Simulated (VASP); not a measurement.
Computed with PBE GGA, VASP's PBE PAW potentials (set 64) (plane waves; VASP).

The input files of a VASP run:

File KPOINTS:
```
Automatic mesh
0
Gamma
9 9 9
0 0 0
```

**INCAR**
```
SIGMA = 0.1   ! width (eV)
ISIF = 2
LREAL = .FALSE.
NELM = 100
LMAXMIX = 4   ! l cut-off of mixed one-centre charges
LCHARG = .FALSE.
SYSTEM = YB
ALGO = Normal   ! blocked Davidson
ENCUT = 520
ISMEAR = 1
GGA = PE
EDIFF = 1E-6   ! SCF stop (eV)
PREC = Accurate
LASPH = .TRUE.   ! aspherical one-centre terms
LWAVE = .FALSE.
```

File POSCAR:
```
YB
3.7924820
  0.0000000000   0.7071068498   0.7071068498
  0.7071068498   0.0000000000   0.7071068498
  0.7071068498   0.7071068498   0.0000000000
B Y
1 1
Cart
  0.0000000000   0.0000000000   0.0000000000
  0.7071068498   0.7071068498   0.7071068498
```

POTCAR, in this order: B Y_sv (PBE.64 set). Program: vasp_std.

Output of the run:

OUTCAR:
```
 ion  position               nearest neighbor table
   1  0.000  0.000  0.000-   2 2.68   2 2.68   2 2.68   2 2.68   2 2.68   2 2.68
   2  0.500  0.500  0.500-   1 2.68   1 2.68   1 2.68   1 2.68   1 2.68   1 2.68
  LATTYP: Found a face centered cubic cell.
 ALAT       =     5.3633800000
 Subroutine PRICEL returns:
 Original cell was already a primitive cell.
 Subroutine GETGRP returns: Found 48 space group operations
The static configuration has the point symmetry O_h .
The dynamic configuration has the point symmetry O_h .
 Subroutine INISYM returns: Found 48 space group operations
 Subroutine IBZKPT returns following result:
 Found     35 irreducible k-points:

 Following reciprocal coordinates:
            Coordinates               Weight
  0.000000  0.000000  0.000000      1.000000
  0.111111  0.000000  0.000000      8.000000
  0.222222  0.000000  0.000000      8.000000
  0.333333  0.000000  0.000000      8.000000
  0.444444  0.000000  0.000000      8.000000
  0.111111  0.111111  0.000000      6.000000
  0.222222  0.111111  0.000000     24.000000
  0.333333  0.111111  0.000000     24.000000
  0.444444  0.111111  0.000000     24.000000
 -0.444444  0.111111  0.000000     24.000000
 -0.333333  0.111111  0.000000     24.000000
 -0.222222  0.111111  0.000000     24.000000
 -0.111111  0.111111  0.000000     12.000000
  0.222222  0.222222  0.000000      6.000000
  0.333333  0.222222  0.000000     24.000000
  0.444444  0.222222  0.000000     24.000000
 -0.444444  0.222222  0.000000     24.000000
 -0.333333  0.222222  0.000000     24.000000
 -0.222222  0.222222  0.000000     12.000000
  0.333333  0.333333  0.000000      6.000000
  0.444444  0.333333  0.000000     24.000000
 -0.444444  0.333333  0.000000     24.000000
 -0.333333  0.333333  0.000000     12.000000
  0.444444  0.444444  0.000000      6.000000
 -0.444444  0.444444  0.000000     12.000000
  0.333333  0.222222  0.111111     24.000000
  0.444444  0.222222  0.111111     48.000000
 -0.444444  0.222222  0.111111     48.000000
  0.444444  0.333333  0.111111     24.000000
 -0.444444  0.333333  0.111111     48.000000
 -0.333333  0.333333  0.111111     48.000000
 -0.222222  0.333333  0.111111     24.000000
 -0.444444  0.444444  0.111111     24.000000
 -0.333333  0.444444  0.111111     24.000000
 -0.333333  0.444444  0.222222     24.000000
   k-points           NKPTS =     35   k-points in BZ     NKDIM =     35   number of bands    NBANDS=     11
   number of dos      NEDOS =    301   number of ions     NIONS =      2
   total plane-waves  NPLWV =  21952
   dimension x,y,z NGX =    28 NGY =   28 NGZ =   28
   dimension x,y,z NGXF=    56 NGYF=   56 NGZF=   56
   ions per type =               1   1
   PREC   = accura    normal or accurate (medium, high low for compatibility)
   ISTART =      0    job   : 0-new  1-cont  2-samecut
   ICHARG =      2    charge: 1-file 2-atom 10-const
   ISPIN  =      1    spin polarized calculation?
   LNONCOLLINEAR =      F non collinear calculations
   LSORBIT =      F    spin-orbit coupling
   INIWAV =      1    electr: 0-lowe 1-rand  2-diag
   ENCUT  =  520.0 eV  38.22 Ry    6.18 a.u.   7.05  7.05  7.05*2*pi/ulx,y,z
   NELM   =    100;   NELMIN=  2; NELMDL= -5     # of ELM steps
   EDIFF  = 0.1E-05   stopping-criterion for ELM
   LREAL  =      F    real-space projection
   NLSPLINE    = F    spline interpolate recip. space projectors
   LMAXMIX     =    4 max onsite mixed and CHGCAR
   VOSKOWN=      0    Vosko Wilk Nusair interpolation
   EDIFFG = 0.1E-04   stopping-criterion for IOM
   NSW    =      0    number of steps for IOM
   NBLOCK =      1;   KBLOCK =      1    inner block; outer block
   IBRION =     -1    ionic relax: 0-MD 1-quasi-New 2-CG
...
```

File OSZICAR:
```
       N       E                     dE             d eps       ncg     rms          rms(c)
DAV:   1     0.331596116651E+02    0.33160E+02   -0.73238E+03   770   0.121E+03
DAV:   2    -0.110083447684E+02   -0.44168E+02   -0.42718E+02   953   0.214E+02
DAV:   3    -0.135114103836E+02   -0.25031E+01   -0.24414E+01  1147   0.375E+01
DAV:   4    -0.136389239352E+02   -0.12751E+00   -0.12742E+00  1047   0.631E+00
DAV:   5    -0.136416758105E+02   -0.27519E-02   -0.27517E-02  1085   0.820E-01    0.293E+01
DAV:   6    -0.125557060715E+02    0.10860E+01   -0.30938E+00   865   0.960E+00    0.220E+01
DAV:   7    -0.125349968867E+02    0.20709E-01   -0.61232E-01  1154   0.477E+00    0.955E+00
DAV:   8    -0.125315494795E+02    0.34474E-02   -0.85976E-02   908   0.197E+00    0.930E-01
DAV:   9    -0.125300126570E+02    0.15368E-02   -0.90935E-03   949   0.504E-01    0.285E-01
DAV:  10    -0.125299476497E+02    0.65007E-04   -0.66219E-04   937   0.254E-01    0.902E-02
DAV:  11    -0.125299540831E+02   -0.64335E-05   -0.53716E-05  1180   0.612E-02    0.532E-02
DAV:  12    -0.125299509120E+02    0.31712E-05   -0.11786E-05   899   0.295E-02    0.107E-02
DAV:  13    -0.125299509839E+02   -0.71860E-07   -0.34316E-07   517   0.627E-03
   1 F= -.12529951E+02 E0= -.12530265E+02  d E =0.943045E-03
```

File OUTCAR:
```
------------------------ aborting loop because EDIFF is reached ----------------------------------------
  FORCE on cell =-STRESS in cart. coord.  units (eV):
  Direction    XX          YY          ZZ          XY          YZ          ZX
  --------------------------------------------------------------------------------------
  Total       -0.2024513     -0.2024513     -0.2024513      0.0000000      0.0000000      0.0000000
  in kB       -8.4096026     -8.4096026     -8.4096026      0.0000000      0.0000000      0.0000000
  external PRESSURE =      -8.4096026 kB  Pullay stress =       0.0000000 kB
  volume of cell :       38.57
      direct lattice vectors                 reciprocal lattice vectors
     0.000000000  2.681690000  2.681690000    -0.186449590  0.186449590  0.186449590
     2.681690000  0.000000000  2.681690000     0.186449590 -0.186449590  0.186449590
     2.681690000  2.681690000  0.000000000     0.186449590  0.186449590 -0.186449590
 POSITION                                       TOTAL-FORCE (eV/Angst)
 -----------------------------------------------------------------------------------
      0.00000      0.00000      0.00000        -0.000000     -0.000000      0.000000
      2.68169      2.68169      2.68169         0.000000      0.000000      0.000000
 -----------------------------------------------------------------------------------
    total drift:                                0.000000      0.000000      0.000000
  FREE ENERGIE OF THE ION-ELECTRON SYSTEM (eV)
  ---------------------------------------------------
  free  energy   TOTEN  =       -12.5299509839 eV

  energy  without entropy=      -12.5308940292  energy(sigma->0) =      -12.53026533
```
(Selected blocks of OUTCAR.)

The structure was generated: YB was put into the rocksalt type (Fm-3m), which need not be its known phase. The cell was not relaxed at this level.
